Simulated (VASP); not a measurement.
Runs of VASP 6.6.1 on NMgBrH2. The cell holds a molecule in a box, 5 atoms: a = 13.000 Å, b = 13.000 Å, c = 12.000 Å, α = 90.00°, β = 90.00°, γ = 90.00°. 

```tsv
task	level	cell	grid for exact exchange (PRECFOCK)	exchange at q = 0	gap on the mesh (eV)	largest force (eV/Å)
atomic charges	PBE+TS	as given	-	-	3.26	0.35
single point	r2SCAN0+D3(BJ)	as given	Fast	truncated	5.72	0.17
electron localisation function	PBE	as given	-	-	3.26	0.35
relaxation of the atoms	SCAN+D3(BJ)	atoms relaxed	-	-	(a)	0.01
```

Alike in all rows: potentials or basis VASP PAW PBE potentials, release 64 (N, Mg, Br, H); no spin polarisation; k mesh 1 × 1 × 1; cutoff (eV) 520; smearing gaussian 0.01 eV.

Problem. Estimate the missing entries.

Solution. (a) 3.93.

Caveats: the PAW data sets were made with another functional, which shifts forces and pressure a little (some runs).

A k mesh can miss the band edges, and the runs leave out spin-orbit coupling on Br.

Not every run made on this cell is shown here.
